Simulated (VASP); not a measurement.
A run of VASP 6.6.1:

Contents of POSCAR:

```
VMoO2
1.0
    1.4283194700      2.4739219800      0.0000000000
   -1.4283194700      2.4739219800      0.0000000000
    0.0000000000     -1.6492780200      5.2030037400
V Mo O
1 1 2
Direct
    0.5000000000      0.5000000000      0.5000000000
    0.0000000000      0.0000000000      0.0000000000
    0.2350000000      0.2350000000      0.7050000000
    0.7650000000      0.7650000000      0.2950000000
```

INCAR.step1

```
  ALGO = Normal
  EDIFF = 1E-4
  ENCUT = 520
  GGA = PE
  ISMEAR = -5
  LASPH = T
  LCHARG = F
  LMAXMIX = 4
  LREAL = F
  LWAVE = T
  NBANDS = 28
  NELM = 100
  PREC = Accurate
  SIGMA = 0.1
```

INCAR.step2

```
  ALGO = Normal
  EDIFF = 1E-6
  ENCUT = 520
  ISIF = 2
  ISMEAR = -1
  ISTART = 1
  LASPH = T
  LCHARG = F
  LMAXMIX = 4
  LMIXTAU = T
  LORBIT = 11
  LREAL = F
  LWAVE = F
  METAGGA = R2SCAN
  NBANDS = 28
  NELM = 100
  PREC = Accurate
  SIGMA = 0.1
```

KPOINTS

```
k-points
0
Gamma
  10 10 10
```

Potentials or basis: VASP PAW PBE potentials, release 64 (V_sv, Mo_sv, O).

Run with:

```sh
$ cat potpaw_PBE.64/V_sv/POTCAR potpaw_PBE.64/Mo_sv/POTCAR potpaw_PBE.64/O/POTCAR > POTCAR
$ cp INCAR.step1 INCAR
$ mpirun -np 1 vasp_std > vasp.out
$ cp INCAR.step2 INCAR
$ mpirun -np 1 vasp_std > vasp.out
```

Hardware: 1 thread of AMD EPYC 9R45 (Zen 5), on a shared host.

Task: Estimate the wall time of this run.

Result: It took 5.8 min on 1 thread of AMD EPYC 9R45 (Zen 5), with other jobs on the host, peak memory 0.22 GiB. Counts: scf iterations 13, k points 116.
